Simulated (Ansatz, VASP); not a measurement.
Two plane-wave programs on ZnPd3

The input INCAR:

```
PREC = Accurate ; ENCUT = 520
EDIFF = 1E-7 ; ISMEAR = -1
SIGMA = 0.1 ; LREAL = False
LASPH = True ; NELM = 100
ALGO = Normal ; ISIF = 2
LWAVE = False ; LCHARG = False
NBANDS = 29
```

File KPOINTS:

```
regular mesh
0
Gamma
  6 6 6
```

The input POSCAR:

```
ZnPd3
1.0
    3.8769000000      0.0000000000      0.0000000000
    0.0000000000      3.8769000000      0.0000000000
    0.0000000000      0.0000000000      3.8769000000
Zn Pd
1 3
Direct
    0.0000000000      0.0000000000      0.0000000000
    0.0000000000      0.5000000000      0.5000000000
    0.5000000000      0.0000000000      0.5000000000
    0.5000000000      0.5000000000      0.0000000000
```

Input for Ansatz:

```yaml
crystal:
  lattice:
    - [3.8769, 0.0, 0.0]
    - [0.0, 3.8769, 0.0]
    - [0.0, 0.0, 3.8769]
  atoms:
    - { symbol: Zn, position: [0.0, 0.0, 0.0] }
    - { symbol: Pd, position: [0.0, 0.5, 0.5] }
    - { symbol: Pd, position: [0.5, 0.0, 0.5] }
    - { symbol: Pd, position: [0.5, 0.5, 0.0] }
basis:
  ecutwfc: 625.0
kpoints:
  mp_grid:
    grid: [6, 6, 6]
hamiltonian:
  xc: lda
scf:
  occupations:
    method: fermi_dirac
    width: 0.1
output:
  stress: true
```

The cell comes from a database or a generator and needn't be the stable form of this composition.

Alike in both runs: task single point; functional LDA; k mesh 6 × 6 × 6; occupations fermi-dirac, width 0.1 eV; no spin polarisation.

|  | VASP | Ansatz |
| --- | --- | --- |
| version | VASP 6.6.1 | Ansatz 0.2.0 |
| potentials or method | VASP PAW LDA potentials, release 64 (Zn, Pd) | plane waves, PAW |
| plane-wave cutoff (eV) | 520 | 625 |
| valence electrons in the cell | 42 | 66 |

Ansatz gave:

```
pressure (GPa) : -9.5
```

Task: Which values does VASP return?

Result: Pressure (GPa): -9.0.

The two sets of potentials don't hold the same shells in valence.
